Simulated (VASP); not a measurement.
Computed with RPBE GGA, VASP's PBE PAW potentials (set 64) (plane waves; VASP).

A VASP calculation is set up with these files.

INCAR:
```
! general
SYSTEM  = FeAl
PREC    = Accurate
ENCUT   = 520
LREAL   = .FALSE.
LASPH   = .TRUE.
ICHARG  = 11

! electronic loop
EDIFF   = 1E-7
NELM    = 100
ALGO    = Normal
LMAXMIX = 4

! smearing
ISMEAR  = 0
SIGMA   = 0.05

! functional
GGA     = RP

! output
LWAVE   = .FALSE.
LCHARG  = .FALSE.
LORBIT  = 11
```

### KPOINTS
```
k-points along high-symmetry lines
15
Line-mode
Reciprocal
  0.000000   0.000000   0.000000 ! GAMMA
  0.000000   0.500000   0.000000 ! X

  0.000000   0.500000   0.000000 ! X
  0.500000   0.500000   0.000000 ! M

  0.500000   0.500000   0.000000 ! M
  0.000000   0.000000   0.000000 ! GAMMA

  0.000000   0.000000   0.000000 ! GAMMA
  0.500000   0.500000   0.500000 ! R

  0.500000   0.500000   0.500000 ! R
  0.000000   0.500000   0.000000 ! X

  0.500000   0.500000   0.500000 ! R
  0.500000   0.500000   0.000000 ! M
```

POSCAR:
```
FeAl
1.0
  2.8891789893   0.0000000000   0.0000000000
  0.0000000000   2.8891789893   0.0000000000
  0.0000000000   0.0000000000   2.8891789893
Al Fe
1 1
Cartesian
  1.4445894946   1.4445894946   1.4445894946
  0.0000000000   0.0000000000   0.0000000000
```

POTCAR, in this order: Al Fe (PBE.64 set). Program: vasp_std. Read from the step before: CHGCAR.

The run wrote:

OSZICAR:
```
       N       E                     dE             d eps       ncg     rms          rms(c)
DAV:   1     0.334278039787E+02    0.33428E+02   -0.51745E+03  1636   0.125E+03
DAV:   2    -0.101678890046E+02   -0.43596E+02   -0.41106E+02  1620   0.179E+02
DAV:   3    -0.111140310572E+02   -0.94614E+00   -0.93861E+00  2084   0.367E+01
DAV:   4    -0.111282565185E+02   -0.14225E-01   -0.14192E-01  2083   0.386E+00
DAV:   5    -0.111285481211E+02   -0.29160E-03   -0.29157E-03  1963   0.476E-01
DAV:   6    -0.111285620665E+02   -0.13945E-04   -0.13944E-04  2128   0.921E-02
DAV:   7    -0.111285625472E+02   -0.48077E-06   -0.48148E-06  2024   0.125E-02
DAV:   8    -0.111285625763E+02   -0.29047E-07   -0.29330E-07  1541   0.251E-03
   1 F= -.11128563E+02 E0= -.11128143E+02  d E =-.838397E-03
```

### OUTCAR
```
 val. band max:        8.2084711040   @ k =   0.5000   0.5000   0.1786

 cond. band min:       8.2448541770   @ k =   0.3929   0.5000   0.3929



 k-point     1 :       0.0000    0.0000    0.0000
  band No.  band energies     occupation
      1      -2.3504      2.00000
      2       5.7075      2.00000
      3       5.7075      2.00000
      4       7.9939      2.00000
      5       7.9939      2.00000
      6       7.9939      2.00000
      7      14.2752      0.00000
      8      14.2752      0.00000
      9      14.2752      0.00000

 k-point     2 :       0.0000    0.0357    0.0000
  band No.  band energies     occupation
      1      -2.3267      2.00000
      2       5.7048      2.00000
      3       5.7148      2.00000
      4       7.9787      2.00000
      5       7.9787      2.00000
      6       7.9955      2.00000
      7      14.0267      0.00000
      8      14.3105      0.00000
      9      14.3105      0.00000

 k-point     3 :       0.0000    0.0714    0.0000
  band No.  band energies     occupation
      1      -2.2558      2.00000
      2       5.6948      2.00000
      3       5.7366      2.00000
      4       7.9343      2.00000
      5       7.9343      2.00000
      6       8.0000      2.00000
      7      13.4470      0.00000
      8      14.4148      0.00000
      9      14.4148      0.00000

 k-point     4 :       0.0000    0.1071    0.0000
  band No.  band energies     occupation
      1      -2.1378      2.00000
      2       5.6718      2.00000
      3       5.7719      2.00000
      4       7.8648      2.00000
      5       7.8648      2.00000
      6       8.0073      2.00000
      7      12.7471      0.00000
      8      14.5845      0.00000
      9      14.5845      0.00000

 k-point     5 :       0.0000    0.1429    0.0000
  band No.  band energies     occupation
      1      -1.9735      2.00000
      2       5.6258      2.00000
      3       5.8195      2.00000
      4       7.7759      2.00000
...
```

The density is held fixed in this step, so its total energy and stress have no physical meaning.

The compound is FeAl in the CsCl type structure. It was relaxed first. The run is not spin-polarised, so no magnetic state was tried. The electron count is odd and the run is not spin-polarised, which forces a metal.
